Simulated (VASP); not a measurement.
Given:

```
BaTiO3
1.0
    4.02363     0.00000     0.00000
    0.00000     4.02363     0.00000
    0.00000     0.00000     4.02363
Ba Ti O
1 1 3
Direct
  0.00000   0.00000   0.00000
  0.50000   0.50000   0.50000
  0.50000   0.00000   0.50000
  0.00000   0.50000   0.50000
  0.50000   0.50000   0.00000
```

Method: HSE06 screened hybrid with spin-orbit coupling, VASP's PBE PAW potentials (set 64) (plane waves; VASP 6.6.1). Settings: 450 eV cut-off, 4×4×4 Γ-centred mesh, Gaussian smearing of 0.050 eV, potentials Ba_sv Ti_sv O.

Question: Predict the energy per atom (σ→0), band gap (over the mesh, the named points and PBE's band edges) with the smallest direct gap where there is one.

Answer: 
```yaml
band gap (over the mesh, the named points and PBE's band edges): 3.09 eV
smallest direct gap (over the mesh, the named points and PBE's band edges): 3.17 eV
energy per atom (σ→0): -9.733 eV/atom
```

Total energies compare only between runs with the same potentials, cut-off and functional.

The compound is BaTiO3 in the cubic perovskite structure, the ideal cubic form; the compound distorts at low or room temperature. It was relaxed first.
